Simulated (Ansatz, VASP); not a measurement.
# Cross-check of PtS2 between VASP and Ansatz, part 2 of 2

Aim: how closely do two programs agree when they are given the same cell, functional and k mesh? Of the first pair: The structure shown is the end of the Ansatz relaxation below.

VASP 6.6.1 and Ansatz 0.2.0.

So far: The structure; Ansatz: relaxation, PBE.

### 3. VASP: single point, PBE, relaxed cell, pair 1

Level of this step: PBE; plane waves and PAW (Pt, S) (VASP).

The same cell, functional, mesh and smearing now go to VASP, with its own data sets.

Lines of VASP's logs that name or quote its potential files are left out, and so is its time.

Input file INCAR:

```
SYSTEM = PtS2
PREC = Accurate
ENCUT = 400
EDIFF = 1E-06
NELM = 120
ISMEAR = 1
SIGMA = 0.2
LREAL = .FALSE.
ALGO = Normal
GGA = PE
NBANDS = 42
LASPH = .TRUE.
LORBIT = 11
LWAVE = .FALSE.
LCHARG = .FALSE.
ISIF = 2
LDIPOL = .TRUE.
IDIPOL = 3
DIPOL = 0.5 0.5 0.333
LVHAR = .TRUE.
GGA_COMPAT = .FALSE.
NELMDL = -8
KPAR = 2
```

Input file POSCAR:

```
PtS2
1.0
    5.1125563280      2.9517357724      0.0000000000
   -0.0000000001      5.9034715445      0.0000000000
    0.0000000000      0.0000000000     30.0000000000
Pt S
3 6
Direct
    0.0624008528      0.3333333333      0.3333333333
    0.3333333333      0.6042658138      0.3333333333
    0.6042658138      0.0624008528      0.3333333333
    0.3333333333      0.9759193369      0.3818179310
    0.6907473297      0.3333333333      0.3818179310
    0.9759193369      0.6907473297      0.3818179310
    0.3333333333      0.9759193369      0.2848487356
    0.6907473297      0.3333333333      0.2848487356
    0.9759193369      0.6907473297      0.2848487356
```

Input file KPOINTS:

```
Automatic mesh
0
Gamma
9 9 1
0 0 0
```

Potentials, in the order of the species: Pt and S (PBE family, release 64).

On the command line:

```
$ mpirun -np 2 vasp_std
```

Numbers of over 12 decimals in the logs are rounded to 6 here.

Log:

```text
[banner, memory and clock lines left out]
running    2 mpi-ranks, on    1 nodes
 distrk:  each k-point on    1 cores,    2 groups
 distr:  one band on    1 cores,    1 groups

 POSCAR found type information on POSCAR PtS
 POSCAR found :  2 types and       9 ions
 LDA part: xc-table for (Slater+PW92), standard interpolation
 POSCAR, INCAR and KPOINTS ok, starting setup
 FFT: planning ... GRIDC
 FFT: planning ... GRID_SOFT
 FFT: planning ... GRID
 WAVECAR not read
 entering main loop
       N       E                     dE             d eps       ncg     rms          rms(c)
DAV:   1     0.542189183641E+03    0.54219E+03   -0.18705E+04  1008   0.929E+02
DAV:   2     0.467465225857E+02   -0.49544E+03   -0.46994E+03  1566   0.198E+02
DAV:   3    -0.426685480426E+02   -0.89415E+02   -0.87869E+02  1262   0.949E+01
DAV:   4    -0.458573150081E+02   -0.31888E+01   -0.31301E+01  1368   0.205E+01
DAV:   5    -0.459321894255E+02   -0.74874E-01   -0.74533E-01  1280   0.303E+00
DAV:   6    -0.459345234448E+02   -0.23340E-02   -0.23323E-02  1336   0.541E-01
DAV:   7    -0.459346247575E+02   -0.10131E-03   -0.10129E-03  1366   0.978E-02
DAV:   8    -0.459346281701E+02   -0.34126E-05   -0.34110E-05  1224   0.171E-02    0.316E+01
DAV:   9    -0.433039773119E+02    0.26307E+01   -0.25694E+01  1140   0.364E+01    0.272E+01
DAV:  10    -0.416056047493E+02    0.16984E+01   -0.98098E+00  1112   0.216E+01    0.894E+00
DAV:  11    -0.415422108985E+02    0.63394E-01   -0.94966E-01  1084   0.400E+00    0.318E+00
DAV:  12    -0.414773771025E+02    0.64834E-01   -0.13162E-01  1144   0.283E+00    0.904E-01
DAV:  13    -0.414793776006E+02   -0.20005E-02   -0.28964E-02  1204   0.711E-01    0.247E-01
DAV:  14    -0.414796259203E+02   -0.24832E-03   -0.91781E-04  1240   0.148E-01    0.188E-01
[...]
DAV:  18    -0.414798848036E+02   -0.59462E-04   -0.82699E-06  1248   0.106E-02    0.522E-03
DAV:  19    -0.414799128639E+02   -0.28060E-04   -0.98704E-07   920   0.309E-03    0.218E-03
DAV:  20    -0.414799870390E+02   -0.74175E-04   -0.10317E-05  1020   0.651E-03    0.585E-03
DAV:  21    -0.414799951357E+02   -0.80967E-05   -0.69225E-07   944   0.246E-03    0.322E-03
DAV:  22    -0.414800045101E+02   -0.93744E-05   -0.70495E-07   886   0.168E-03    0.171E-03
DAV:  23    -0.414800077438E+02   -0.32337E-05   -0.18333E-07   816   0.105E-03    0.453E-04
DAV:  24    -0.414800089271E+02   -0.11833E-05   -0.95803E-08   728   0.693E-04    0.248E-04
DAV:  25    -0.414800093383E+02   -0.41112E-06   -0.34937E-08   654   0.386E-04
   1 F= -.41480009E+02 E0= -.41489918E+02  d E =0.297265E-01
```

From OUTCAR (step 3):

```text
ion  position               nearest neighbor table
   1  0.062  0.333  0.333-   7 2.40   4 2.40   9 2.40   6 2.40   8 2.63   5 2.63   3 2.77   2 2.77

  LATTYP: Found a hexagonal cell.
 ALAT       =     5.9034715445
 C/A-ratio  =     5.0817556710

 Subroutine GETGRP returns: Found 12 space group operations
 (whereof  3 operations were pure point group operations)

The static configuration has the point symmetry C_3 .
 The point group associated with its full space group is D_3h.

 Found     12 irreducible k-points:

   k-points           NKPTS =     12   k-points in BZ     NKDIM =     12   number of bands    NBANDS=     42

   dimension x,y,z NGX =    40 NGY =   40 NGZ =  196
   dimension x,y,z NGXF=    80 NGYF=   80 NGZF=  392

   ENCUT  =  400.0 eV  29.40 Ry    5.42 a.u.   9.63  9.63 48.92*2*pi/ulx,y,z

   NELECT =      66.0000    total number of electrons

 k-points in reciprocal lattice and weights: Automatic mesh
   0.00000000  0.00000000  0.00000000       0.012
   0.11111111  0.00000000  0.00000000       0.074
   0.22222222  0.00000000  0.00000000       0.074
   0.33333333 -0.00000000  0.00000000       0.074
   0.44444444  0.00000000  0.00000000       0.074
   0.22222222  0.11111111  0.00000000       0.074
   0.33333333  0.11111111  0.00000000       0.148
   0.44444444  0.11111111  0.00000000       0.148
  -0.44444444  0.11111111  0.00000000       0.074
   0.44444444  0.22222222  0.00000000       0.074
  -0.44444444  0.22222222  0.00000000       0.148
  -0.33333333  0.33333333  0.00000000       0.025

 dipolmoment           0.000000      0.000000     -0.000003 electrons x Angstroem

 average (electrostatic) potential at core
       1 -78.4419       2 -78.4419       3 -78.4419       4 -95.4942       5 -95.4942
       6 -95.4942       7 -95.4941       8 -95.4941       9 -95.4941

 E-fermi :  -3.0200

 k-point     1 :       0.0000    0.0000    0.0000
  band No.  band energies     occupation
    ...
     30      -4.3303      2.00000
     31      -4.3303      2.00000
     32      -3.4578      2.00828
     33      -3.1925      2.00879
     34      -3.1925      2.00879
     35      -2.8797      0.07928
     36      -2.4666     -0.00065
     37      -2.4666     -0.00065
     38      -1.1516     -0.00000
     39      -1.1516     -0.00000
    ...

 k-point     2 :       0.1111    0.0000    0.0000
  band No.  band energies     occupation
    ...
     30      -4.4564      2.00000
     31      -4.4159      2.00000
     32      -3.4458      2.01030
     33      -3.3099      2.05966
     34      -3.0653      1.37295
     35      -2.8324     -0.03487
     36      -2.5413     -0.00368
     37      -2.4932     -0.00125
     38      -1.2886     -0.00000
     39      -1.1647     -0.00000
    ...

 k-point     3 :       0.2222    0.0000    0.0000
  band No.  band energies     occupation
    ...
     29      -4.7373      2.00000
     30      -4.7345      2.00000
     31      -4.6159      2.00000
     32      -3.5855      2.00047
     33      -3.3771      2.02996
     34      -2.7830     -0.07040
     35      -2.7045     -0.04824
     36      -2.6946     -0.04363
     37      -2.5706     -0.00665
     38      -1.5946     -0.00000
    ...

  Total       -0.3993061     -0.3993061     -0.3810781     -0.0000000      0.0000000     -0.0000000
  in kB       -0.7065610     -0.7065610     -0.6743071     -0.0000000      0.0000000     -0.0000000
  external PRESSURE =      -0.6958097 kB  Pullay stress =       0.0000000 kB

  energy-cutoff  :      400.00
  volume of cell :      905.45
      direct lattice vectors                 reciprocal lattice vectors
     5.112556328  2.951735772  0.000000000     0.195596867  0.000000000  0.000000000
    -0.000000000  5.903471545  0.000000000    -0.097798433  0.169391856  0.000000000
     0.000000000  0.000000000 30.000000000     0.000000000  0.000000000  0.033333333

 POSITION                                       TOTAL-FORCE (eV/Angst)
 -----------------------------------------------------------------------------------
      0.31903      2.15201     10.00000         0.010541      0.006086      0.000000
      1.70419      4.55118     10.00000         0.000000     -0.012172      0.000000
      3.08934      2.15201     10.00000        -0.010541      0.006086      0.000000
      1.70419      6.74522     11.45454        -0.000000      0.015192     -0.034935
      3.53148      4.00673     11.45454        -0.013157     -0.007596     -0.034935
      4.98944      6.95846     11.45454         0.013157     -0.007596     -0.034935
      1.70419      6.74522      8.54546        -0.000000      0.015192      0.034935
      3.53148      4.00673      8.54546        -0.013157     -0.007596      0.034935
      4.98944      6.95846      8.54546         0.013157     -0.007596      0.034935
 -----------------------------------------------------------------------------------
    total drift:                                0.000001      0.000001     -0.000086

  FREE ENERGIE OF THE ION-ELECTRON SYSTEM (eV)
  ---------------------------------------------------
  free  energy   TOTEN  =       -41.4800093383 eV

  energy  without entropy=      -41.5097358321  energy(sigma->0) =      -41.48991817

 vacuum level on the upper side and lower side of the slab         2.236         2.236

 total charge
# of ion       s       p       d       tot
------------------------------------------
    1        0.630   0.706   7.970   9.306
    2        0.630   0.706   7.970   9.306
    3        0.630   0.706   7.970   9.306
    4        1.385   2.200   0.000   3.585
    5        1.385   2.200   0.000   3.585
    6        1.385   2.200   0.000   3.585
    7        1.385   2.200   0.000   3.585
    8        1.385   2.200   0.000   3.585
    9        1.385   2.200   0.000   3.585
--------------------------------------------------
tot         10.201  15.317  23.911  49.429

[... 3 further parts left out ...]
```

The run ends at a pressure of -0.07 GPa, with forces up to 0.038 eV/Å.

### 4. Comparison

Known differences besides the potentials themselves: Ansatz cuts the interaction across the vacuum, VASP repeats the sheet with a dipole correction; the data sets hold 90 valence electrons in Ansatz (on its PAW soft_1 files) and 66 in VASP; the cutoff is 420 eV in Ansatz and 400 eV in VASP. Total energies have different zeros and are not compared.

At this near-relaxed geometry the largest component of a force difference is 35 meV/Å. With vacuum in the cell, a pressure given here is an average over mostly empty space and none of the material.

### 5. Ansatz: relaxation, PBE

The two programs are compared at the cell with which this relaxation starts, whose forces are those of its first step.

The structure compared here is the start of the Ansatz relaxation; VASP solves that cell, so the two are compared at the walk's first step.

Input file input.yaml:

```yaml
crystal:
  lattice:
    - [5.2300815679, 3.0195890012, 0.0]
    - [-1.0e-10, 6.0391780022, 0.0]
    - [0.0, 0.0, 30.0]
  atoms:
    - { symbol: Pt, position: [1.0132468754, 0.3333328923, 0.3333333333] }
    - { symbol: Pt, position: [0.333333454, 0.6534199515, 0.3333333333] }
    - { symbol: Pt, position: [0.6534196706, 0.0132466757, 0.3333333333] }
    - { symbol: S, position: [0.333333216, 1.0041564584, 0.3795907372] }
    - { symbol: S, position: [0.6625102585, 0.3333333501, 0.3795907372] }
    - { symbol: S, position: [0.0041563747, 0.6625101915, 0.379590737] }
    - { symbol: S, position: [0.333333216, 1.0041564584, 0.2870759294] }
    - { symbol: S, position: [0.6625102585, 0.3333333501, 0.2870759294] }
    - { symbol: S, position: [0.0041563747, 0.6625101915, 0.2870759297] }
  periodic: [true, true, false]
kpoints:
  mp_grid: { grid: [9, 9, 1] }
hamiltonian:
  xc: pbe
  pseudopotentials: { kind: paw, azcp: { folder: soft_1 } }
scf:
  occupations: { method: methfessel_paxton, width: 0.2 }
output:
  forces: true
  stress: true
  eigenvalues: true
relax:
  adjacent_minimum: "off"
  f_tol: 0.002
  max_steps: 120
  cell: { stress_2d_tol: 0.005 }
```

On the command line:

```
$ ansatz run input.yaml --threads 4 --pin off --max-ram 16384MiB --backend cpu --events-out ev --progress --plain --runs-dir out
```

Log:

```text
[...]
- { symbol: Pt, position: [0.333333, 0.604260, 0.333333] }
    - { symbol: Pt, position: [0.604260, 0.062406, 0.333333] }
    - { symbol: S, position: [0.333333, 0.975915, 0.381819] }
    - { symbol: S, position: [0.690752, 0.333333, 0.381819] }
    - { symbol: S, position: [-0.024085, 0.690752, 0.381819] }
    - { symbol: S, position: [0.333333, 0.975915, 0.284848] }
    - { symbol: S, position: [0.690752, 0.333333, 0.284848] }
    - { symbol: S, position: [-0.024085, 0.690752, 0.284848] }
[key lines of the parts left out:]
SCF converged after 8 iterations
Free energy (F): -42984.951728 eV
Fermi energy:    -5.268911 eV
P = ½ c Tr σ = 0.0035 N/m
```

### 6. VASP: single point, PBE, start cell, pair 2

The same cell, functional, mesh and smearing now go to VASP, with its own data sets.

INCAR is that of step 3.

Input file POSCAR:

```
PtS2
1.0
    5.2300820000      3.0195890000      0.0000000000
    0.0000000000      6.0391780000      0.0000000000
    0.0000000000      0.0000000000     30.0000000000
Pt S
3 6
Direct
    0.0132466374      0.3333333774      0.3333333333
    0.3333333971      0.6534199093      0.3333333333
    0.6534199655      0.0132467133      0.3333333333
    0.3333333971      0.0041563837      0.3795907333
    0.6625102627      0.3333333275      0.3795907333
    0.0041563402      0.6625102888      0.3795907333
    0.3333333971      0.0041563837      0.2870759333
    0.6625102627      0.3333333275      0.2870759333
    0.0041563402      0.6625102888      0.2870759333
```

KPOINTS is that of step 3.

On the command line:

```
$ mpirun -np 2 vasp_std
```

Log:

```text
[... set-up lines as in an earlier step ...]
 entering main loop
       N       E                     dE             d eps       ncg     rms          rms(c)
DAV:   1     0.538719495745E+03    0.53872E+03   -0.18287E+04  1008   0.917E+02
DAV:   2     0.502511721170E+02   -0.48847E+03   -0.46668E+03  1592   0.196E+02
DAV:   3    -0.406994155171E+02   -0.90951E+02   -0.89399E+02  1232   0.946E+01
DAV:   4    -0.441367305443E+02   -0.34373E+01   -0.33157E+01  1368   0.212E+01
[...]
DAV:  19    -0.410214657495E+02   -0.30191E-05   -0.16447E-06   814   0.392E-03    0.338E-03
DAV:  20    -0.410214672610E+02   -0.15115E-05   -0.44334E-07   718   0.307E-03    0.261E-03
DAV:  21    -0.410214677386E+02   -0.47751E-06   -0.12450E-07   632   0.152E-03
   1 F= -.41021468E+02 E0= -.41024926E+02  d E =0.103755E-01
```

Parts of OUTCAR (step 6):

```text
  Total       -0.1265042     -0.1265042      0.4848368      0.0000000     -0.0000000      0.0000000
  in kB       -0.2138986     -0.2138986      0.8197823      0.0000000     -0.0000000      0.0000000
  external PRESSURE =       0.1306617 kB  Pullay stress =       0.0000000 kB

 POSITION                                       TOTAL-FORCE (eV/Angst)
 -----------------------------------------------------------------------------------
      0.06928      2.05306     10.00000         0.159553      0.092118      0.000000
      1.74336      4.95265     10.00000        -0.000000     -0.184236      0.000000
      3.41744      2.05306     10.00000        -0.159553      0.092118      0.000000
      1.74336      1.03163     11.38772        -0.000000     -0.095531      0.067541
      3.46498      4.01357     11.38772         0.082732      0.047765      0.067541
      0.02174      4.01357     11.38772        -0.082732      0.047765      0.067541
      1.74336      1.03163      8.61228         0.000000     -0.095531     -0.067541
      3.46498      4.01357      8.61228         0.082732      0.047765     -0.067541
      0.02174      4.01357      8.61228        -0.082732      0.047765     -0.067541
 -----------------------------------------------------------------------------------
    total drift:                                0.000109     -0.000122      0.000067

  FREE ENERGIE OF THE ION-ELECTRON SYSTEM (eV)
  ---------------------------------------------------
  free  energy   TOTEN  =       -41.0214677386 eV

  energy  without entropy=      -41.0318432301  energy(sigma->0) =      -41.02492624

[... 1 part as in an earlier step ...]

[... 2 further parts left out ...]
[key lines of the parts left out:]
E-fermi :  -3.1207
```

The run ends at a pressure of 0.01 GPa, with forces up to 0.18 eV/Å.

### 7. Side by side

What differs besides the data sets and the points named for the pairs above, as far as they apply: the data sets hold 90 valence electrons in Ansatz (on its PAW soft_1 files) and 66 in VASP. Total energies have different zeros and are not compared.

Forces (eV/Å; atoms numbered as in POSCAR):

| atom | Ansatz x, y, z | VASP x, y, z |
| --- | --- | --- |
| Pt1 | 0.150, 0.087, 0.000 | 0.160, 0.092, 0.000 |
| Pt2 | 0.000, -0.174, 0.000 | 0.000, -0.184, 0.000 |
| Pt3 | -0.150, 0.087, 0.000 | -0.160, 0.092, 0.000 |
| S4 | 0.000, -0.103, 0.108 | 0.000, -0.096, 0.068 |
| S5 | 0.089, 0.052, 0.108 | 0.083, 0.048, 0.068 |
| S6 | -0.089, 0.052, 0.108 | -0.083, 0.048, 0.068 |
| S7 | 0.000, -0.103, -0.108 | 0.000, -0.096, -0.068 |
| S8 | 0.089, 0.052, -0.108 | 0.083, 0.048, -0.068 |
| S9 | -0.089, 0.052, -0.108 | -0.083, 0.048, -0.068 |

The forces differ by 20 meV/Å r.m.s., which is 24.0 % of the r.m.s. force of 0.083 eV/Å (both taken over all components). With vacuum in the cell, a pressure given here is an average over mostly empty space and none of the material.

### 8. Results

```yaml
r_m_s_force_difference_single_point_pbe_relaxed_cell_pair_1: 18 meV/Å
r_m_s_force_difference_single_point_pbe_start_cell_pair_2: 20 meV/Å
```

The r.m.s. force difference is 20 meV/Å (single point, PBE, start cell, pair 2), beyond the 12 meV/Å picked in this series as the mark of a large difference. The data sets hold unlike numbers of valence electrons (90 in Ansatz and 66 in VASP), so part of the differences comes from the potentials. What causes the difference of the single point, PBE, relaxed cell, pair 1 pair stays open here. What causes the difference of the single point, PBE, start cell, pair 2 pair stays open here. 1 further run of this series is not shown here. Such differences can come from data sets, numerical settings and the points named under the comparisons, not from the functional's error against experiment.

[Lines on the potential files, build, host, timing and source positions are cut from VASP's logs without a mark.]

[Logs are printed without paths, hosts, clocks, repeated set-up lines and the standing remarks that a program may print on its own settings, such as how far it seeks lower states.]

[Hosts, paths, dates, database ids (printed as entryN), source tags and the programs' standing remarks are cut or masked in the printed files.]
